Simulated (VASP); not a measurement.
A run of VASP 6.6.1 is set up as follows.

INCAR

```
PREC = Normal ; ENCUT = 520
EDIFF = 1E-4 ; ISMEAR = 0
SIGMA = 0.15 ; LREAL = False
LASPH = True ; NELM = 60
ALGO = Fast ; ISIF = 3
LWAVE = False ; LCHARG = False
GGA = PE ; IBRION = 2
NSW = 24 ; EDIFFG = -0.08
```

Contents of KPOINTS:

```
Automatic mesh
0
Gamma
  6 6 2
```

File POSCAR:

```
Si2WC3
1.0
    3.2097244400      0.0000000000      0.0000000000
   -1.6048622200      2.7797029000      0.0000000000
    0.0000000000      0.0000000000      8.2917881400
Si W C
2 1 3
Direct
    0.0000000000      0.0000000000      0.9200000000
    0.3333333300      0.6666666700      0.5950000000
    0.0000000000      0.0000000000      0.1750000000
    0.3333333300      0.6666666700      0.0000000000
    0.0000000000      0.0000000000      0.6750000000
    0.3333333300      0.6666666700      0.3500000000
```

Potentials or basis: VASP PAW PBE potentials, release 64 (Si, W_sv, C).

The run is started by

```console
$ cat potpaw_PBE.64/Si/POTCAR potpaw_PBE.64/W_sv/POTCAR potpaw_PBE.64/C/POTCAR > POTCAR
$ mpirun -np 1 vasp_std > vasp.out
```

Question: What does it give for the relaxed volume?

Answer: 10.60 Å³/atom.

Question: Predict the band gap on the k mesh.

Answer: 0.76 eV, indirect (least direct gap 1.48 eV).

Question: Predict the relaxed cell.

Answer: a = 3.013 Å, b = 3.013 Å, c = 8.091 Å, α = 90.00°, β = 90.00°, γ = 120.00°.

Question: What does it give for the space group after relaxing (to 0.05 Å)?

Answer: P3m1 (No. 156).

The path:
| step | energy change (eV) | largest force (eV/Å) | pressure (GPa) | volume (Å³) |
| --- | --- | --- | --- | --- |
| 1 | 0.0000 | 10.6381 | -17.70 | 73.98 |
| 2 | 1.9110 | 14.5974 | 39.55 | 60.18 |
| 3 | -2.3381 | 2.6276 | -11.68 | 67.81 |
| 4 | -2.4782 | 1.2324 | 20.09 | 59.56 |
| 5 | -2.6864 | 1.6466 | 4.56 | 62.84 |
| 6 | -2.6479 | 2.5267 | -1.87 | 64.12 |
| 7 | -2.7383 | 0.4871 | 1.28 | 63.39 |
| 8 | -2.7452 | 0.1753 | -1.57 | 64.06 |
| 9 | -2.7470 | 0.1170 | -0.88 | 63.85 |
| 10 | -2.7480 | 0.0911 | 0.19 | 63.59 |
| 11 | -2.7481 | 0.0520 | 0.31 | 63.63 |

Caveat: spin-orbit coupling is left out, which moves the levels of the heavy elements; the relaxation stopped at a loose force limit of 0.08 eV/Å, so its end isn't a converged minimum. A k mesh can miss the band edges.
